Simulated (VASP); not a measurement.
**Cu from a squeezed to a stretched cell**

Aim: follow Cu from a squeezed to a stretched cell. The starting structure is a measured crystal structure from the Crystallography Open Database. All runs use LDA. The equilibrium cell comes from relaxations that aren't shown. At each volume, shape and positions are relaxed as far as symmetry leaves them free.

Method: Kohn-Sham DFT with plane waves and PAW; LDA, in VASP 6.6.1.

## (1) Starting point

It takes space group Fm-3m (No. 225, cubic). Conventional cell: a = 3.615 Å, b = 3.615 Å, c = 3.615 Å, α = 90.00°, β = 90.00°, γ = 90.00°. Nearest to Cu lie 12 Cu at 2.56 Å.

Structure file:

```
Cu
1.0
     0.00000    1.80769    1.80769
     1.80769    0.00000    1.80769
     1.80769    1.80769    0.00000
Cu
1
Direct
  0.00000 0.00000 0.00000
```

## (2) Relaxation at the equilibrium volume

Contents of INCAR:

```
SYSTEM = Cu
PREC = Accurate
ENCUT = 500
EDIFF = 1E-07
NELM = 100
ISMEAR = 1
SIGMA = 0.15
LREAL = .FALSE.
ALGO = Normal
GGA = CA
NBANDS = 11
LASPH = .TRUE.
LORBIT = 11
LWAVE = .FALSE.
LCHARG = .FALSE.
KPAR = 4
IBRION = 2
NSW = 50
ISIF = 4
EDIFFG = -0.003
```

Contents of POSCAR:

```
Cu
1.0
    0.0000000000      1.7614508212      1.7614508212
    1.7614508212      0.0000000000      1.7614508212
    1.7614508212      1.7614508212      0.0000000000
Cu
1
Direct
    0.0000000000      0.0000000000      0.0000000000
```

Contents of KPOINTS:

```
Automatic mesh
0
Gamma
22 22 22
0 0 0
```

PAW data sets: Cu (LDA family, release 64).

Command:

```bash
> mpirun -np 4 vasp_std
```

What it wrote:

```text
[banner, memory and clock lines left out]
running    4 mpi-ranks, on    1 nodes
 distrk:  each k-point on    1 cores,    4 groups
 distr:  one band on    1 cores,    1 groups

 POSCAR found type information on POSCAR Cu
 POSCAR found :  1 types and       1 ions
 LDA part: xc-table for (Slater(with rela. corr.)+CA(PZ))
 , standard interpolation
 POSCAR, INCAR and KPOINTS ok, starting setup
 FFT: planning ... GRIDC
 FFT: planning ... GRID_SOFT
 FFT: planning ... GRID
 WAVECAR not read
 entering main loop
       N       E                     dE             d eps       ncg     rms          rms(c)
DAV:   1     0.386631341844E+02    0.38663E+02   -0.53360E+03  7985   0.168E+03
DAV:   2    -0.473866222958E+01   -0.43402E+02   -0.40528E+02  7354   0.203E+02
DAV:   3    -0.571765046514E+01   -0.97899E+00   -0.97441E+00  8236   0.376E+01
DAV:   4    -0.572394387169E+01   -0.62934E-02   -0.62925E-02  8067   0.263E+00
DAV:   5    -0.572401158829E+01   -0.67717E-04   -0.67716E-04  8239   0.269E-01    0.804E+00
DAV:   6    -0.508486739060E+01    0.63914E+00   -0.15559E+01  8372   0.830E+01    0.375E+00
DAV:   7    -0.472634548918E+01    0.35852E+00   -0.23380E+00  8343   0.321E+01    0.630E-01
DAV:   8    -0.471035398220E+01    0.15992E-01   -0.61513E-03  8458   0.110E+00    0.291E-01
DAV:   9    -0.470871685936E+01    0.16371E-02   -0.78504E-03  8557   0.165E+00    0.142E-02
DAV:  10    -0.470872865803E+01   -0.11799E-04   -0.25579E-05  7818   0.708E-02    0.554E-03
DAV:  11    -0.470873081173E+01   -0.21537E-05   -0.74862E-07  8453   0.151E-02    0.407E-04
DAV:  12    -0.470873081149E+01    0.23942E-09   -0.64886E-09  4466   0.128E-03
   1 F= -.47087308E+01 E0= -.47088124E+01  d E =-.470873E+01
 curvature:   0.00 expect dE= 0.000E+00 dE for cont linesearch  0.000E+00
 trial: gam= 0.00000 g(F)=  0.322E-63 g(S)=  0.518E-34 ort = 0.000E+00 (trialstep = 0.100E+01)
 search vector abs. value=  0.100E-09
 reached required accuracy - stopping structural energy minimisation
```

It took 6 s on 4 MPI ranks of AMD EPYC 9R14 (Zen 4), shared host; peak memory 0.46 GiB.

Lines that name or quote the potential files are left out of all logs, and their timing lines are given in words.

OUTCAR, selected parts (step 2):

```text
ion  position               nearest neighbor table
   1  0.000  0.000  0.000-

  LATTYP: Found a face centered cubic cell.
 ALAT       =     3.5229016424

 Subroutine GETGRP returns: Found 48 space group operations
 (whereof 48 operations were pure point group operations)

The static configuration has the point symmetry O_h .

 Found    328 irreducible k-points:

   k-points           NKPTS =    328   k-points in BZ     NKDIM =    328   number of bands    NBANDS=     11

   dimension x,y,z NGX =    18 NGY =   18 NGZ =   18
   dimension x,y,z NGXF=    36 NGYF=   36 NGZF=   36

   ENCUT  =  500.0 eV  36.75 Ry    6.06 a.u.   4.54  4.54  4.54*2*pi/ulx,y,z

   NELECT =      11.0000    total number of electrons

 k-points in reciprocal lattice and weights: Automatic mesh
   0.00000000  0.00000000  0.00000000       0.000
   0.04545455  0.00000000  0.00000000       0.001
   0.09090909  0.00000000  0.00000000       0.001
   0.13636364  0.00000000  0.00000000       0.001
   0.18181818  0.00000000  0.00000000       0.001
   0.22727273  0.00000000  0.00000000       0.001
   0.27272727  0.00000000  0.00000000       0.001
   0.31818182  0.00000000  0.00000000       0.001
   0.36363636  0.00000000  0.00000000       0.001
[...]
-0.27272727  0.45454545  0.22727273       0.002
  -0.27272727  0.50000000  0.22727273       0.001

 average (electrostatic) potential at core
       1 -63.7686

 E-fermi :   8.3489

 k-point     1 :       0.0000    0.0000    0.0000
  band No.  band energies     occupation
    ...
      2       5.0294      2.00000
      3       5.0294      2.00000
      4       5.0294      2.00000
      5       5.9738      2.00000
      6       5.9738      2.00000
      7      31.6410      0.00000
      8      34.7294      0.00000
      9      34.7294      0.00000
     10      34.7294      0.00000
     11      37.3426      0.00000

 k-point     2 :       0.0455    0.0000    0.0000
  band No.  band energies     occupation
    ...
      2       5.0110      2.00000
      3       5.0458      2.00000
      4       5.0458      2.00000
      5       5.9671      2.00000
      6       5.9671      2.00000
      7      31.2969      0.00000
      8      33.5508      0.00000
      9      34.4715      0.00000
     10      34.4715      0.00000
     11      37.7074      0.00000

 k-point     3 :       0.0909    0.0000    0.0000
  band No.  band energies     occupation
    ...
      2       4.9592      2.00000
      3       5.0907      2.00000
      4       5.0907      2.00000
      5       5.9509      2.00000
      6       5.9509      2.00000
      7      29.7286      0.00000
      8      32.6531      0.00000
      9      33.9420      0.00000
     10      33.9420      0.00000
     11      38.5321      0.00000

  Total       -0.0004533     -0.0004533     -0.0004533     -0.0000000     -0.0000000     -0.0000000
  in kB       -0.0664442     -0.0664442     -0.0664442     -0.0000000     -0.0000000     -0.0000000
  external PRESSURE =      -0.0664442 kB  Pullay stress =       0.0000000 kB

  energy-cutoff  :      500.00
  volume of cell :       10.93
      direct lattice vectors                 reciprocal lattice vectors
     0.000000000  1.761450821  1.761450821    -0.283856917  0.283856917  0.283856917
     1.761450821  0.000000000  1.761450821     0.283856917 -0.283856917  0.283856917
     1.761450821  1.761450821  0.000000000     0.283856917  0.283856917 -0.283856917

 POSITION                                       TOTAL-FORCE (eV/Angst)
 -----------------------------------------------------------------------------------
      0.00000      0.00000      0.00000        -0.000000      0.000000      0.000000
 -----------------------------------------------------------------------------------
    total drift:                                0.000000     -0.000000      0.000000

  FREE ENERGIE OF THE ION-ELECTRON SYSTEM (eV)
  ---------------------------------------------------
  free  energy   TOTEN  =        -4.7087308115 eV

  energy  without entropy=       -4.7089756430  energy(sigma->0) =       -4.70881242

 reached required accuracy - stopping structural energy minimisation

 total charge
# of ion       s       p       d       tot
------------------------------------------
    1        0.479   0.441   9.188  10.107

[... 3 further parts left out ...]
```

CONTCAR:

```
Cu
   1.00000000000000
     0.0000000000000000    1.7614508212000000    1.7614508212000000
     1.7614508212000000    0.0000000000000000    1.7614508212000000
     1.7614508212000000    1.7614508212000000    0.0000000000000000
  Cu
     1
Direct
     0.0000000000000000    0.0000000000000000    0.0000000000000000
```

This run has no spin polarisation. Its electron count is odd, so without a moment it is a metal by construction. The run keeps the 48 symmetry operations of its start, so it cannot find a distortion of lower symmetry.

The equilibrium volume: 10.931 Å³ an atom and a pressure of -0.01 GPa.

## (3) Relaxation at 0.96 of the equilibrium volume

INCAR is that of step 2.

Contents of POSCAR:

```
Cu
1.0
    0.0000000000      1.7376445134      1.7376445134
    1.7376445134      0.0000000000      1.7376445134
    1.7376445134      1.7376445134      0.0000000000
Cu
1
Direct
    0.0000000000      0.0000000000      0.0000000000
```

KPOINTS is that of step 2.

Command:

```bash
> mpirun -np 4 vasp_std
```

What it wrote:

```text
[... set-up lines as in an earlier step ...]
 entering main loop
       N       E                     dE             d eps       ncg     rms          rms(c)
DAV:   1     0.389851330187E+02    0.38985E+02   -0.54067E+03  7967   0.172E+03
DAV:   2    -0.465215564456E+01   -0.43637E+02   -0.40659E+02  7383   0.204E+02
DAV:   3    -0.571621182480E+01   -0.10641E+01   -0.10581E+01  8151   0.392E+01
DAV:   4    -0.572322787388E+01   -0.70160E-02   -0.70145E-02  8064   0.277E+00
[...]
DAV:  10    -0.469706411462E+01   -0.12454E-04   -0.21778E-05  7713   0.641E-02    0.532E-03
DAV:  11    -0.469706599390E+01   -0.18793E-05   -0.70009E-07  8531   0.156E-02    0.357E-04
DAV:  12    -0.469706599290E+01    0.10041E-08   -0.48586E-09  4493   0.900E-04
   1 F= -.46970660E+01 E0= -.46971434E+01  d E =-.469707E+01
[...]
reached required accuracy - stopping structural energy minimisation
```

Wall time 6.4 s (4 MPI ranks); peak memory 0.46 GiB; 22 s of CPU time.

OUTCAR, selected parts (step 3):

```text
  Total        0.5507114      0.5507114      0.5507114      0.0000000      0.0000000     -0.0000000
  in kB       84.0856498     84.0856498     84.0856498      0.0000000      0.0000000     -0.0000000
  external PRESSURE =      84.0856498 kB  Pullay stress =       0.0000000 kB

 POSITION                                       TOTAL-FORCE (eV/Angst)
 -----------------------------------------------------------------------------------
      0.00000      0.00000      0.00000         0.000000      0.000000      0.000000
 -----------------------------------------------------------------------------------
    total drift:                                0.000000     -0.000000      0.000000

  FREE ENERGIE OF THE ION-ELECTRON SYSTEM (eV)
  ---------------------------------------------------
  free  energy   TOTEN  =        -4.6970659929 eV

  energy  without entropy=       -4.6972982887  energy(sigma->0) =       -4.69714342

[... 2 parts as in an earlier step ...]

[... 2 further parts left out ...]
[key lines of the parts left out:]
E-fermi :   8.9360
```

0.96 of the equilibrium volume: 10.493 Å³ an atom and a pressure of 8.41 GPa.

## (4) Relaxation at 1.04 of the equilibrium volume

INCAR is that of step 3.

Contents of POSCAR:

```
Cu
1.0
    0.0000000000      1.7846304639      1.7846304639
    1.7846304639      0.0000000000      1.7846304639
    1.7846304639      1.7846304639      0.0000000000
Cu
1
Direct
    0.0000000000      0.0000000000      0.0000000000
```

KPOINTS is that of step 3.

Command:

```bash
> mpirun -np 4 vasp_std
```

What it wrote:

```text
[... set-up lines as in an earlier step ...]
 entering main loop
       N       E                     dE             d eps       ncg     rms          rms(c)
DAV:   1     0.398961058960E+02    0.39896E+02   -0.53523E+03  7894   0.167E+03
DAV:   2    -0.464394574790E+01   -0.44540E+02   -0.41594E+02  7383   0.203E+02
DAV:   3    -0.569434102902E+01   -0.10504E+01   -0.10444E+01  8244   0.391E+01
DAV:   4    -0.570141061495E+01   -0.70696E-02   -0.70687E-02  8034   0.280E+00
[...]
DAV:  10    -0.469997409292E+01   -0.10685E-04   -0.27995E-05  9213   0.805E-02    0.539E-03
DAV:  11    -0.469997640277E+01   -0.23099E-05   -0.66753E-07  8283   0.127E-02    0.463E-04
DAV:  12    -0.469997639996E+01    0.28090E-08   -0.10114E-08  4388   0.175E-03
   1 F= -.46999764E+01 E0= -.47000485E+01  d E =-.469998E+01
[...]
reached required accuracy - stopping structural energy minimisation
```

Run time: 6 s. Hardware: 4 MPI ranks; peak memory 0.47 GiB.

OUTCAR, selected parts (step 4):

```text
  Total       -0.4691803     -0.4691803     -0.4691803      0.0000000     -0.0000000     -0.0000000
  in kB      -66.1264815    -66.1264815    -66.1264815      0.0000000     -0.0000000     -0.0000000
  external PRESSURE =     -66.1264815 kB  Pullay stress =       0.0000000 kB

  FREE ENERGIE OF THE ION-ELECTRON SYSTEM (eV)
  ---------------------------------------------------
  free  energy   TOTEN  =        -4.6999764000 eV

  energy  without entropy=       -4.7001926906  energy(sigma->0) =       -4.70004850

[... 3 parts as in an earlier step ...]

[... 2 further parts left out ...]
[key lines of the parts left out:]
E-fermi :   7.8119
```

1.04 of the equilibrium volume: 11.368 Å³ an atom and a pressure of -6.61 GPa.

## (5) Relaxation at 0.92 of the equilibrium volume

INCAR is that of step 4.

Contents of POSCAR:

```
Cu
1.0
    0.0000000000      1.7131673866      1.7131673866
    1.7131673866      0.0000000000      1.7131673866
    1.7131673866      1.7131673866      0.0000000000
Cu
1
Direct
    0.0000000000      0.0000000000      0.0000000000
```

KPOINTS is that of step 4.

Command:

```bash
> mpirun -np 4 vasp_std
```

What it wrote:

```text
[... set-up lines as in an earlier step ...]
 entering main loop
       N       E                     dE             d eps       ncg     rms          rms(c)
DAV:   1     0.392379653706E+02    0.39238E+02   -0.53789E+03  8000   0.174E+03
DAV:   2    -0.464614410626E+01   -0.43884E+02   -0.40796E+02  7386   0.208E+02
DAV:   3    -0.568663501364E+01   -0.10405E+01   -0.10336E+01  8226   0.389E+01
DAV:   4    -0.569323761540E+01   -0.66026E-02   -0.66013E-02  8028   0.269E+00
[...]
DAV:  10    -0.465942251120E+01   -0.13442E-04   -0.22083E-05  7520   0.628E-02    0.507E-03
DAV:  11    -0.465942411099E+01   -0.15998E-05   -0.63438E-07  8560   0.154E-02    0.431E-04
DAV:  12    -0.465942410873E+01    0.22512E-08   -0.61438E-09  4493   0.104E-03
   1 F= -.46594241E+01 E0= -.46594778E+01  d E =-.465942E+01
[...]
reached required accuracy - stopping structural energy minimisation
```

Wall time 6 s (4 MPI ranks); peak memory 0.46 GiB.

From OUTCAR (step 5):

```text
  Total        1.1984871      1.1984871      1.1984871     -0.0000000     -0.0000000      0.0000000
  in kB      190.9477578    190.9477578    190.9477578     -0.0000000     -0.0000000      0.0000000
  external PRESSURE =     190.9477578 kB  Pullay stress =       0.0000000 kB

 POSITION                                       TOTAL-FORCE (eV/Angst)
 -----------------------------------------------------------------------------------
      0.00000      0.00000      0.00000         0.000000      0.000000      0.000000
 -----------------------------------------------------------------------------------
    total drift:                                0.000000      0.000000      0.000000

  FREE ENERGIE OF THE ION-ELECTRON SYSTEM (eV)
  ---------------------------------------------------
  free  energy   TOTEN  =        -4.6594241087 eV

  energy  without entropy=       -4.6595852800  energy(sigma->0) =       -4.65947783

[... 2 parts as in an earlier step ...]

[... 2 further parts left out ...]
[key lines of the parts left out:]
E-fermi :   9.5779
```

0.92 of the equilibrium volume: 10.056 Å³ an atom and a pressure of 19.09 GPa.

## (6) Relaxation at 0.98 of the equilibrium volume

INCAR is that of step 5.

Contents of POSCAR:

```
Cu
1.0
    0.0000000000      1.7496286474      1.7496286474
    1.7496286474      0.0000000000      1.7496286474
    1.7496286474      1.7496286474      0.0000000000
Cu
1
Direct
    0.0000000000      0.0000000000      0.0000000000
```

KPOINTS is that of step 5.

Command:

```bash
> mpirun -np 4 vasp_std
```

What it wrote:

```text
[... set-up lines as in an earlier step ...]
 entering main loop
       N       E                     dE             d eps       ncg     rms          rms(c)
DAV:   1     0.382757948274E+02    0.38276E+02   -0.53974E+03  8019   0.171E+03
DAV:   2    -0.470511926242E+01   -0.42981E+02   -0.39760E+02  7329   0.201E+02
DAV:   3    -0.572054501560E+01   -0.10154E+01   -0.10082E+01  8215   0.381E+01
DAV:   4    -0.572685013858E+01   -0.63051E-02   -0.63036E-02  8002   0.262E+00
[...]
DAV:  10    -0.470577397693E+01   -0.12113E-04   -0.23332E-05  7730   0.666E-02    0.544E-03
DAV:  11    -0.470577599646E+01   -0.20195E-05   -0.72958E-07  8512   0.155E-02    0.367E-04
DAV:  12    -0.470577599616E+01    0.29149E-09   -0.51938E-09  4454   0.993E-04
   1 F= -.47057760E+01 E0= -.47058578E+01  d E =-.470578E+01
[...]
reached required accuracy - stopping structural energy minimisation
```

Elapsed: 6 s, on 4 MPI ranks; peak memory 0.45 GiB; 21 s of CPU time.

OUTCAR, selected parts (step 6):

```text
  Total        0.2643170      0.2643170      0.2643170     -0.0000000      0.0000000      0.0000000
  in kB       39.5337486     39.5337486     39.5337486     -0.0000000      0.0000000      0.0000000
  external PRESSURE =      39.5337486 kB  Pullay stress =       0.0000000 kB

 POSITION                                       TOTAL-FORCE (eV/Angst)
 -----------------------------------------------------------------------------------
      0.00000      0.00000      0.00000        -0.000000      0.000000     -0.000000
 -----------------------------------------------------------------------------------
    total drift:                                0.000000     -0.000000      0.000000

  FREE ENERGIE OF THE ION-ELECTRON SYSTEM (eV)
  ---------------------------------------------------
  free  energy   TOTEN  =        -4.7057759962 eV

  energy  without entropy=       -4.7060213778  energy(sigma->0) =       -4.70585779

[... 2 parts as in an earlier step ...]

[... 2 further parts left out ...]
[key lines of the parts left out:]
E-fermi :   8.6359
```

0.98 of the equilibrium volume: 10.712 Å³ an atom and a pressure of 3.95 GPa.

## (7) Relaxation at 1.02 of the equilibrium volume

INCAR is that of step 6.

Contents of POSCAR:

```
Cu
1.0
    0.0000000000      1.7731163984      1.7731163984
    1.7731163984      0.0000000000      1.7731163984
    1.7731163984      1.7731163984      0.0000000000
Cu
1
Direct
    0.0000000000      0.0000000000      0.0000000000
```

KPOINTS is that of step 6.

Command:

```bash
> mpirun -np 4 vasp_std
```

What it wrote:

```text
[... set-up lines as in an earlier step ...]
 entering main loop
       N       E                     dE             d eps       ncg     rms          rms(c)
DAV:   1     0.391954234395E+02    0.39195E+02   -0.53643E+03  7928   0.168E+03
DAV:   2    -0.461202168357E+01   -0.43807E+02   -0.40824E+02  7392   0.204E+02
DAV:   3    -0.570796893193E+01   -0.10959E+01   -0.10864E+01  8171   0.395E+01
DAV:   4    -0.571525709777E+01   -0.72882E-02   -0.72870E-02  8018   0.281E+00
[...]
DAV:  10    -0.470661040807E+01   -0.11293E-04   -0.26847E-05  8248   0.754E-02    0.549E-03
DAV:  11    -0.470661265664E+01   -0.22486E-05   -0.74036E-07  8322   0.140E-02    0.426E-04
DAV:  12    -0.470661265449E+01    0.21473E-08   -0.82034E-09  4466   0.156E-03
   1 F= -.47066127E+01 E0= -.47066906E+01  d E =-.470661E+01
[...]
reached required accuracy - stopping structural energy minimisation
```

It took 6 s on 4 MPI ranks; peak memory 0.47 GiB.

From OUTCAR (step 7):

```text
  Total       -0.2439638     -0.2439638     -0.2439638      0.0000000     -0.0000000      0.0000000
  in kB      -35.0585750    -35.0585750    -35.0585750      0.0000000     -0.0000000      0.0000000
  external PRESSURE =     -35.0585750 kB  Pullay stress =       0.0000000 kB

  FREE ENERGIE OF THE ION-ELECTRON SYSTEM (eV)
  ---------------------------------------------------
  free  energy   TOTEN  =        -4.7066126545 eV

  energy  without entropy=       -4.7068466288  energy(sigma->0) =       -4.70669065

[... 3 parts as in an earlier step ...]

[... 2 further parts left out ...]
[key lines of the parts left out:]
E-fermi :   8.0744
```

1.02 of the equilibrium volume: 11.149 Å³ an atom and a pressure of -3.51 GPa.

(Part 1 of 2 ends here.)

[Lines on the potential files, build, host, timing and source positions are cut from VASP's logs without a mark.]

[Logs are printed without paths, hosts, clocks, repeated set-up lines and the standing remarks that a program may print on its own settings, such as how far it seeks lower states.]

[Hosts, paths, dates, database ids (printed as entryN), source tags and the programs' standing remarks are cut or masked in the printed files.]
